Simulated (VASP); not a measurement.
An input for Quantum ESPRESSO's pw.x (written as the equivalent of a VASP run, and not itself run):

```
&CONTROL
  calculation = 'scf'
  pseudo_dir = './pseudo'
  outdir = './out'
  tprnfor = .true.
  tstress = .true.
/
&SYSTEM
  ibrav = 0
  nat = 2
  ntyp = 2
  ecutwfc = 74
  occupations = 'smearing'
  smearing = 'gaussian'
  degauss = 0.003675
  input_dft = 'pbe'
/
&ELECTRONS
  conv_thr = 7.3e-08
  electron_maxstep = 100
/
ATOMIC_SPECIES
  Li 6.940 Li.upf
  Br 79.904 Br.upf
CELL_PARAMETERS angstrom
     0.0000000    2.7309130    2.7118850
     2.8133230    0.0000000    2.7118850
     2.8133230    2.7309130    0.0000000
ATOMIC_POSITIONS crystal
  Li   0.0000000  0.0000000  0.0000000
  Br   0.4851280  0.5148720  0.5148720
K_POINTS automatic
  8 8 8 0 0 0
```

Task: Translate this input to VASP (INCAR, KPOINTS, POSCAR, choice of POTCAR).

Result: One answer among several that fit: 
POSCAR:
```
LiBr
1
    0.0000000000     2.7309130000     2.7118850000
    2.8133230000     0.0000000000     2.7118850000
    2.8133230000     2.7309130000     0.0000000000
Li Br
1 1
Direct
  0.0000000000   0.0000000000   0.0000000000
  0.4851280000   0.5148720000   0.5148720000
```

**INCAR**
```
ALGO = Normal
EDIFF = 1E-6
ENCUT = 520
GGA = PE
ISIF = 2
ISMEAR = 0
LASPH = .TRUE.
LCHARG = .FALSE.
LMAXMIX = 4
LREAL = .FALSE.
LWAVE = .FALSE.
NELM = 100
PREC = Accurate
SIGMA = 0.05
SYSTEM = LiBr
```

**KPOINTS**
```
Automatic mesh
0
Gamma
8 8 8
0 0 0
```

POTCAR, in this order: Li_sv Br (PBE.64 set). Program: vasp_std.

What does not carry over: the potentials are each code's own (VASP's PAW set, PseudoDojo norm-conserving files in pw.x), so ENCUT and ecutwfc are chosen apart and not converted; conv_thr bounds pw.x's estimated SCF error, while EDIFF bounds the energy change between steps.

The compound is LiBr in the rock salt structure. The cell was not relaxed at this level, atoms are displaced from their ideal sites.
